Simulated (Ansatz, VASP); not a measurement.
# Mo2CO2 (Mo2CO2 MXene, 2 layers, AA) in two plane-wave programs

Wanted: the spread between two codes on one cell, functional and k mesh. The structure shown is the start of the Ansatz relaxation below; VASP solves that cell, so the two are compared at the walk's first step.

Program: Ansatz 0.2.0. Level of theory: plane waves, with VASP 6.6.1 beside it; single point at LDA. Results are calculated unless marked as measured.

## Step 1: The structure

The cell holds 10 atoms: 4 O, 4 Mo and 2 C. Cell: a = 3.025 Å, b = 3.025 Å, c = 54.838 Å, α = 90.0°, β = 90.0°, γ = 120.0°. Vacuum lies along c.

As a file:

```cif
data_structure
_symmetry_space_group_name_H-M 'P 1'
_symmetry_Int_Tables_number 1
_cell_length_a 3.0247
_cell_length_b 3.0247
_cell_length_c 54.8381
_cell_angle_alpha 90.000
_cell_angle_beta 90.000
_cell_angle_gamma 120.000
_cell_volume 434.50
loop_
_atom_site_label
_atom_site_type_symbol
_atom_site_fract_x
_atom_site_fract_y
_atom_site_fract_z
_atom_site_occupancy
O1 O 0.33333 0.66667 0.39115 1
O2 O 0.66667 0.33333 0.47356 1
O3 O 0.33333 0.66667 0.52644 1
O4 O 0.66667 0.33333 0.60885 1
Mo5 Mo 0.66667 0.33333 0.41059 1
Mo6 Mo 0.33333 0.66667 0.45412 1
Mo7 Mo 0.66667 0.33333 0.54588 1
Mo8 Mo 0.33333 0.66667 0.58941 1
C9 C 0.00000 0.00000 0.43236 1
C10 C 0.00000 0.00000 0.56764 1
```

## Step 2: Ansatz: relaxation, LDA

Ansatz runs on its default PAW (the set named soft_2) files.

The two programs are compared at the cell with which this relaxation starts, whose forces are those of its first step.

input.yaml reads:

```yaml
crystal:
  lattice:
    - [3.024736, 0.0, 0.0]
    - [-1.512368, 2.6194982157, 0.0]
    - [0.0, 0.0, 54.8380786347]
  atoms:
    - { symbol: O, position: [0.3333333333, 0.6666666667, 0.3911515599] }
    - { symbol: Mo, position: [0.6666666667, 0.3333333333, 0.4105913259] }
    - { symbol: C, position: [0.0, 0.0, 0.4323550395] }
    - { symbol: Mo, position: [0.3333333333, 0.6666666667, 0.4541187532] }
    - { symbol: O, position: [0.6666666667, 0.3333333333, 0.4735585192] }
    - { symbol: O, position: [0.3333333333, 0.6666666667, 0.5264414808] }
    - { symbol: Mo, position: [0.6666666667, 0.3333333333, 0.5458812468] }
    - { symbol: C, position: [0.0, 0.0, 0.5676449605] }
    - { symbol: Mo, position: [0.3333333333, 0.6666666667, 0.5894086741] }
    - { symbol: O, position: [0.6666666667, 0.3333333333, 0.6088484401] }
  periodic: [true, true, false]
kpoints:
  mp_grid: { grid: [10, 10, 1] }
hamiltonian:
  xc: lda
scf:
  occupations: { method: fermi_dirac, width: 0.05 }
  convergence: { dr2_threshold: 1.0e-09 }
relax:
  f_tol: 0.015
  max_steps: 90
  cell: {}
output:
  write_potential: true
  write_density: true
  volumetric_format: npy
```

Launch:

```bash
ansatz run input.yaml --threads 2 --pin off --max-ram 3072MiB --backend cpu --events-out ev --progress --plain --runs-dir out
```

Numbers of over 12 decimals in the logs are rounded to 6 here.

The program printed:

```text
Warning: relax.cell: scf.convergence.dr2_threshold = 1e-9 eV is looser than the 2.07779560032e-10 eV advised for a relaxation that steers and ends on the stress (1e-10 eV for each atom of the cell: 10, times the square of relax.cell.stress_2d_tol = 0.05 N/m over 21.9 Å (the atoms' height at the walk's start and 5 Å past either face), 2.279e-2 GPa, over a crystal's default 0.05). What an SCF threshold leaves in a stress goes as its square root, and in the free energy as the threshold itself, and one threshold admits the most on a small cell: [figures from the program's tests cut] Set scf.convergence.dr2_threshold to 2.07779560032e-10 eV or tighter. [rest of the remark cut]
Engine: ansatz 0.2.0, aarch64-unknown-linux-gnu
Pseudopotentials: kind: paw
Pseudopotential: O, paw, valence charge 6, recommended cutoff 420 eV (normal), O.paw.azcp
Pseudopotential: Mo, paw, valence charge 14, recommended cutoff 420 eV (normal), Mo.paw.azcp
Pseudopotential: C, paw, valence charge 4, recommended cutoff 420 eV (normal), C.paw.azcp
Functional definition: SPW92
  exchange = slater_x
  correlation = pw_c
Crystal: 10 atoms, lattice volume = 434.498 Å³
Basis set: ecut = 420 eV, 8379 PW (Γ)
Bands: 54, of which v1, the nominal top of the filled ones, is band 44 counted from 1 (43 counted from 0)
Symmetry: 12 space group operations
Space group: P-3m1 (ITA 164), of the structure as read, at distance tolerance 7.6e-5 Å
k-points: 14 of 100
Non-local potential: O, projectors of the file, l = 0: 2, l = 1: 2, l = 2: 1
Non-local potential: Mo, projectors of the file, l = 0: 3, l = 1: 2, l = 2: 2, l = 3: 1
Non-local potential: C, projectors of the file, l = 0: 2, l = 1: 2, l = 2: 1
PAW form: soft (Blöchl's): semilocal exchange-correlation on the pseudo side does not see the compensation charge
PAW frozen core: O, regenerated for the run's functional, and the local potential with it (the file was generated under x = pbe(κ = 0.804, μ = 0.219515), c = pbe(β = 0.066725))
PAW frozen core: Mo, regenerated for the run's functional, and the local potential with it (the file was generated under x = pbe(κ = 0.804, μ = 0.219515), c = pbe(β = 0.066725))
PAW frozen core: C, regenerated for the run's functional, and the local potential with it (the file was generated under x = pbe(κ = 0.804, μ = 0.219515), c = pbe(β = 0.066725))
PAW one-centre angular grid: O, 110 points (default); XC on 64 Gauss nodes
PAW one-centre angular grid: Mo, 590 points (default); XC on 64 Gauss nodes
PAW one-centre angular grid: C, 110 points (default); XC on 64 Gauss nodes
Initial density: superposition of atomic densities (neutral atoms: chi_scale 0, normalization atom), corrected by the library's trained network
Initial wavefunctions: pseudopotential atomic-orbital guess
Functional: x = slater, c = lda
SCF iter   1: F=—  HF=-22077.653410 eV  |F-HF|=—  |Δ(HF+E_count)|=         —  Δρ=5.59e-3  dr2=1.97e-1  ethr=1.77e-3  ⟨swp⟩=12.5  Hψ=5234  notcnv=0
preconditioner: auto → LDOS  [metal: Δε(μ)=0.020 eV  Ē_g=8.738 eV  σ=0.050 eV  W_gap=0.10  n_scr=36 (ndim 8)  ℏωp=13.3 eV  f_vac=0.736  D(μ)=9.17/eV (n_scr^D=34)  β→1.0]
SCF iter   2: F=—  HF=-22077.632782 eV  |F-HF|=—  |Δ(HF+E_count)|=   2.06e-2  Δρ=2.62e-3  dr2=2.25e-2  ethr=2.23e-4  ⟨swp⟩=3.2  Hψ=2010  notcnv=0  defer=7
SCF iter   3: F=—  HF=-22077.630674 eV  |F-HF|=—  |Δ(HF+E_count)|=   2.11e-3  Δρ=1.02e-3  dr2=6.87e-3  ethr=2.56e-5  ⟨swp⟩=3.4  Hψ=1814  notcnv=0  defer=7
SCF iter   4: F=—  HF=-22077.630319 eV  |F-HF|=—  |Δ(HF+E_count)|=   3.54e-4  Δρ=3.68e-4  dr2=1.22e-3  ethr=7.81e-6  ⟨swp⟩=2.7  Hψ=1421  notcnv=0  defer=7
SCF iter   5: F=—  HF=-22077.630188 eV  |F-HF|=—  |Δ(HF+E_count)|=   1.31e-4  Δρ=1.47e-4  dr2=1.93e-4  ethr=1.39e-6  ⟨swp⟩=2.3  Hψ=1213  notcnv=0  defer=7
SCF iter   6: F=—  HF=-22077.630191 eV  |F-HF|=—  |Δ(HF+E_count)|=   2.36e-6  Δρ=4.09e-5  dr2=1.35e-5  ethr=2.20e-7  ⟨swp⟩=3.5  Hψ=1743  notcnv=0  defer=7
SCF iter   7: F=—  HF=-22077.630181 eV  |F-HF|=—  |Δ(HF+E_count)|=   9.71e-6  Δρ=1.46e-5  dr2=1.17e-6  ethr=1.53e-8  ⟨swp⟩=3.4  Hψ=1700  notcnv=0  defer=7
SCF iter   8: F=—  HF=-22077.630120 eV  |F-HF|=—  |Δ(HF+E_count)|=   6.10e-5  Δρ=6.95e-6  dr2=5.81e-7  ethr=1.34e-9  ⟨swp⟩=3.6  Hψ=1829  notcnv=0  defer=7
SCF iter   9: F=—  HF=-22077.630120 eV  |F-HF|=—  |Δ(HF+E_count)|=   9.50e-8  Δρ=1.54e-6  dr2=1.78e-8  ethr=6.60e-10  ⟨swp⟩=2.0  Hψ=1055  notcnv=0  defer=7
[...]
SCF iter   3: F=—  HF=-22077.934346 eV  |F-HF|=—  |Δ(HF+E_count)|=   8.51e-9  Δρ=1.17e-6  dr2=5.52e-9  ethr=2.22e-11  ⟨swp⟩=3.6  Hψ=1595  notcnv=0
SCF iter   4: F=—  HF=-22077.934346 eV  |F-HF|=—  |Δ(HF+E_count)|=  6.91e-10  Δρ=7.93e-7  dr2=3.31e-9  ethr=6.27e-12  ⟨swp⟩=1.6  Hψ=920  notcnv=0
SCF iter   5: F=-22077.934346 eV  HF=-22077.934346 eV  |F-HF|=5.31e-10  |Δ(HF+E_count)|=  5.97e-10  Δρ=2.98e-7  dr2=4.09e-10  ethr=1.14e-12  ⟨swp⟩=15.6  Hψ=7820  notcnv=0
SCF 12 converged in 5 iterations: F = -22077.934346 eV  dr2 = 4.09e-10
relax step  12: F+E_penalty+E_count = -22077.93434609 eV  Δ(F+E_penalty+E_count) = -2.816e-5 eV  max|allowed force component| = 1.184e-4 eV/Å  Δτ_max = 0.0000 Å  P = +0.001 N/m  Ω = 442.475 Å³  fix = [c, alpha, beta]  reactions: c +0.000 N/m  stress off target by 1.40e-3 N/m on what of the cell is left free  SCF on the basis re-selected at this cell (its energy is not comparable with the rows above)  (5 SCF iters)
basis re-selected at this cell: Δ(F+E_penalty+E_count) = -2.816e-5 eV, ΔP = +0.000 N/m vs the last step (what re-selecting the basis moved, of the pressure what is left beyond the Pulay correction that the steps carried, after the strain that the cell walked since its last selection, with what the two solves' SCF thresholds leave and, on support functions, any second-order correction that the steps lacked; it is no m [...]
WARN: The output density's exchange-correlation potential varies sharply where the density is thin. Do not read a vacuum level from v_tot or v_xc, or from such a field of the output density. On a cell that repeats whose density bears no net charge and no dipole along the vacuum's axis use v_es (v_loc + v_h of the components); under efield.dipole_correction with no amplitude use v_es + v_field, which holds any externa [...]
SCF converged after 5 iterations
Free energy (F): -22077.934346 eV
Harris-Foulkes:  -22077.934346 eV  (|F-HF|=5.31e-10)
Internal energy: -22077.888749 eV  (E = F + TS)
E sigma→0 (E₀):  -22077.911547 eV
Entropy (-TS):   -0.045597 eV (-4.560 meV/atom)
Fermi energy:    -6.462011 eV
--- Per-component energies (eV) ---
  E_band       = -2346.090507
  E_kinetic    = 2649.109721
  E_local      = -828622.162043  (includes V_loc(G=0)·N_el)
  E_nonlocal   = 841.215157
  E_hartree    = 412471.133579
  E_xc         = -1118.275587
  E_vxc        = -1410.344151  (∫ρ·V_xc dr)
  E_paw        = -13125.493822  (= ΣΔE_a)
  E_vpaw       = -746.182508  (= ΣTr[D̂ρ^β])
  E_aug_tail   = 0.010071  (compensation charges beyond the density's cutoff)
  E_ewald      = 404824.169560
  E_core_change = 2.404616  (= ΣΔE_core)
  E_smearing   = -0.045597  (= −TS)
  E_closure    = -0.000000  (closes the sum)
  Σ components = -22077.934346   (vs F -22077.934346, Δ=0.00e0)
--- Forces (eV/Å), atoms counted from 1 ---
  atom   1  O     -0.00000000     0.00000000    -0.00003984
  atom   2  Mo    -0.00000000     0.00000000    -0.00011844
  atom   3  C      0.00000000    -0.00000000    -0.00002039
  atom   4  Mo     0.00000000    -0.00000000     0.00003306
  atom   5  O      0.00000000    -0.00000000    -0.00003399
  atom   6  O     -0.00000000     0.00000000     0.00003399
  atom   7  Mo    -0.00000000     0.00000000    -0.00003306
  atom   8  C      0.00000000     0.00000000     0.00002039
  atom   9  Mo     0.00000000    -0.00000000     0.00011844
  atom  10  O      0.00000000    -0.00000000     0.00003984
  max |Σ_I F_I| component: 4.16e-17 eV/Å
--- 2D stress c σ (N/m, compression-positive) ---
        0.001402       0.000000       0.000000
        0.000000       0.001402       0.000000
        0.000000       0.000000       0.000000
  P = ½ c Tr σ = 0.0014 N/m
--- Band table (eV; the first three rows and the last of 14) ---
  k-point 0: bands = [... 40 lower, -8.8561, -8.8077, -8.8077, -8.6339, -7.0586, -6.9808, -6.1779, -6.1779, ... 6 higher]
  k-point 1: bands = [... 40 lower, -8.3719, -8.2191, -7.9749, -7.9265, -7.0103, -6.9064, -6.0328, -6.0280, ... 6 higher]
  k-point 2: bands = [... 40 lower, -8.4683, -8.2620, -7.3846, -7.3372, -6.4217, -6.2831, -5.7233, -5.6659, ... 6 higher]
  k-point 13: bands = [... 40 lower, -7.3825, -7.3143, -7.0788, -6.9166, -6.5898, -6.5437, -5.0563, -4.9511, ... 6 higher]
  the weakly bound empty levels are not read free of the cell's end (no_gap_told)
--- Relaxed structure (9 steps of the walk, 9 accepted, 3 SCFs on fresh bases) ---
  F+E_penalty+E_count = -22077.93434609 eV   max|allowed force component| = 1.184e-4 eV/Å   (the final SCF, on the basis selected at the relaxed cell)
  cell:  # Å, volume = 442.4746 Å³
    - [3.052374, 0.0, 0]
    - [-1.526187, 2.643433, 0]
    - [0, 0, 54.8380786347]
  atoms:
    - { symbol: O, position: [0.333333, 0.666667, 0.398935] }
    - { symbol: Mo, position: [0.666667, 0.333333, 0.418743] }
    - { symbol: C, position: [0, 0, 0.438958] }
    - { symbol: Mo, position: [0.333333, 0.666667, 0.459161] }
    - { symbol: O, position: [0.666667, 0.333333, 0.478926] }
    - { symbol: O, position: [0.333333, 0.666667, 0.521074] }
    - { symbol: Mo, position: [0.666667, 0.333333, 0.540839] }
    - { symbol: C, position: [0, 0, 0.561042] }
    - { symbol: Mo, position: [0.333333, 0.666667, 0.581257] }
    - { symbol: O, position: [0.666667, 0.333333, 0.601065] }
```

[end of part 1 of 2]

[Lines on the potential files, build, host, timing and source positions are cut from VASP's logs without a mark.]

[Logs are printed without paths, hosts, clocks, repeated set-up lines and the standing remarks that a program may print on its own settings, such as how far it seeks lower states.]

[Hosts, paths, dates, database ids (printed as entryN), source tags and the programs' standing remarks are cut or masked in the printed files.]
